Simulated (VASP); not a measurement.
Calculation: PBE GGA with D4 dispersion, VASP's PBE PAW potentials (set 64) (plane waves; VASP).

A VASP calculation is set up with these files.

INCAR:
```
ALGO=Normal
EDIFF=1E-7
ENCUT=520
GGA=PE
ISIF=2
ISMEAR=0
IVDW=13
LASPH=.TRUE.
LCHARG=.FALSE.
LMAXMIX=6
LREAL=.FALSE.
LWAVE=.FALSE.
NELM=100
PREC=Accurate
SIGMA=0.05
SYSTEM=KTaO3
```

### POSCAR
```
KTaO3
1
    4.0546342122     0.0000000000     0.0000000000
    0.0000000000     4.0546342122     0.0000000000
    0.0000000000     0.0000000000     4.0546342122
K Ta O
1 1 3
Direct
  0.0000000000   0.0000000000   0.0000000000
  0.5000000000   0.5000000000   0.5000000000
  0.5000000000   0.0000000000   0.5000000000
  0.0000000000   0.5000000000   0.5000000000
  0.5000000000   0.5000000000   0.0000000000
```

KPOINTS:
```
Automatic mesh
0
Gamma
6 6 6
0 0 0
```

POTCAR, in this order: K_sv Ta_pv O (PBE.64 set). Program: vasp_std.

Output

### OSZICAR
```
       N       E                     dE             d eps       ncg     rms          rms(c)
DAV:   1     0.330520190843E+03    0.33052E+03   -0.21680E+04   920   0.168E+03
DAV:   2    -0.311935078927E+02   -0.36171E+03   -0.35346E+03  1141   0.441E+02
DAV:   3    -0.493782183876E+02   -0.18185E+02   -0.18140E+02  1158   0.993E+01
DAV:   4    -0.498241080377E+02   -0.44589E+00   -0.44567E+00  1645   0.135E+01
DAV:   5    -0.498256535097E+02   -0.15455E-02   -0.15454E-02  1179   0.840E-01    0.326E+01
DAV:   6    -0.412921169405E+02    0.85335E+01   -0.45555E+01  1110   0.458E+01    0.129E+01
DAV:   7    -0.411165980289E+02    0.17552E+00   -0.26163E+00  1184   0.106E+01    0.841E+00
DAV:   8    -0.410648774270E+02    0.51721E-01   -0.44651E-01  1190   0.573E+00    0.146E+00
DAV:   9    -0.410552003781E+02    0.96770E-02   -0.31193E-02  1281   0.134E+00    0.268E-01
DAV:  10    -0.410542926710E+02    0.90771E-03   -0.10839E-02  1220   0.737E-01    0.558E-02
DAV:  11    -0.410543505876E+02   -0.57917E-04   -0.59551E-04  1248   0.179E-01    0.316E-02
DAV:  12    -0.410543812066E+02   -0.30619E-04   -0.58282E-05  1290   0.656E-02    0.111E-02
DAV:  13    -0.410543811124E+02    0.94141E-07   -0.93582E-06  1252   0.264E-02    0.364E-03
DAV:  14    -0.410543811444E+02   -0.31991E-07   -0.10905E-06  1211   0.788E-03    0.134E-03
DAV:  15    -0.410543811031E+02    0.41280E-07   -0.74156E-08   821   0.215E-03
   1 F= -.41802307E+02 E0= -.41802307E+02  d E =-.211865E-13
```

**OUTCAR**
```
------------------------ aborting loop because EDIFF is reached ----------------------------------------
  Edisp (eV):   -0.74793
  FORCE on cell =-STRESS in cart. coord.  units (eV):
  Direction    XX          YY          ZZ          XY          YZ          ZX
  --------------------------------------------------------------------------------------
  Total      -2.23240    -2.23240    -2.23240     0.00000    -0.00000     0.00000
  in kB     -53.65708   -53.65708   -53.65708     0.00000    -0.00000     0.00000
  external pressure =      -53.66 kB  Pullay stress =        0.00 kB
  volume of cell :       66.66
      direct lattice vectors                 reciprocal lattice vectors
     4.054634212  0.000000000  0.000000000     0.246631372  0.000000000  0.000000000
     0.000000000  4.054634212  0.000000000     0.000000000  0.246631372  0.000000000
     0.000000000  0.000000000  4.054634212     0.000000000  0.000000000  0.246631372
 POSITION                                       TOTAL-FORCE (eV/Angst)
 -----------------------------------------------------------------------------------
      0.00000      0.00000      0.00000         0.000000      0.000000      0.000000
      2.02732      2.02732      2.02732         0.000000      0.000000      0.000000
      2.02732      0.00000      2.02732         0.000000      0.000000      0.000000
      0.00000      2.02732      2.02732         0.000000      0.000000      0.000000
      2.02732      2.02732      0.00000         0.000000      0.000000      0.000000
 -----------------------------------------------------------------------------------
    total drift:                                0.000000      0.000000     -0.000000
  FREE ENERGIE OF THE ION-ELECTRON SYSTEM (eV)
  ---------------------------------------------------
  free  energy   TOTEN  =       -41.8023068876 eV

  energy  without entropy=      -41.8023068876  energy(sigma->0) =      -41.80230689
```
(Selected blocks of OUTCAR.)

OUTCAR:
```
 val. band max:        1.4706505111   @ k =   0.5000   0.5000   0.5000

 cond. band min:       3.5342924212   @ k =   0.0000   0.0000   0.0000


 Fermi energy:         1.7152582805

 k-point     1 :       0.0000    0.0000    0.0000
  band No.  band energies     occupation
      1     -32.8780      2.00000
      2     -32.8780      2.00000
      3     -32.8780      2.00000
      4     -25.8978      2.00000
      5     -15.9022      2.00000
      6     -15.2135      2.00000
      7     -15.2135      2.00000
      8      -9.4349      2.00000
      9      -9.4349      2.00000
     10      -9.4349      2.00000
     11      -0.9690      2.00000
     12      -0.9690      2.00000
     13      -0.9690      2.00000
     14       0.4860      2.00000
     15       0.4860      2.00000
     16       0.4860      2.00000
     17       0.8341      2.00000
     18       0.8341      2.00000
     19       0.8341      2.00000
     20       3.5343      0.00000
     21       3.5343      0.00000
     22       3.5343      0.00000
     23       7.7056      0.00000

 k-point     2 :       0.1667    0.0000    0.0000
  band No.  band energies     occupation
      1     -32.8958      2.00000
      2     -32.8773      2.00000
      3     -32.8773      2.00000
      4     -25.8926      2.00000
      5     -15.8345      2.00000
      6     -15.2089      2.00000
      7     -15.0853      2.00000
      8      -9.4267      2.00000
      9      -9.4267      2.00000
     10      -9.4066      2.00000
     11      -1.6235      2.00000
     12      -0.9847      2.00000
     13      -0.9847      2.00000
     14       0.0982      2.00000
     15       0.0982      2.00000
     16       0.2194      2.00000
     17       0.3773      2.00000
     18       0.7307      2.00000
     19       0.7307      2.00000
     20       3.5674      0.00000
     21       4.2768      0.00000
     22       4.2768      0.00000
     23       8.0522      0.00000

 k-point     3 :       0.3333    0.0000    0.0000
...
```

Unless said otherwise, spin-orbit coupling is left out, though it shifts the bands of the heavy elements here.

The compound is KTaO3 in the cubic perovskite structure. This cell is one point of a volume scan, at 1.03 of the reference volume.
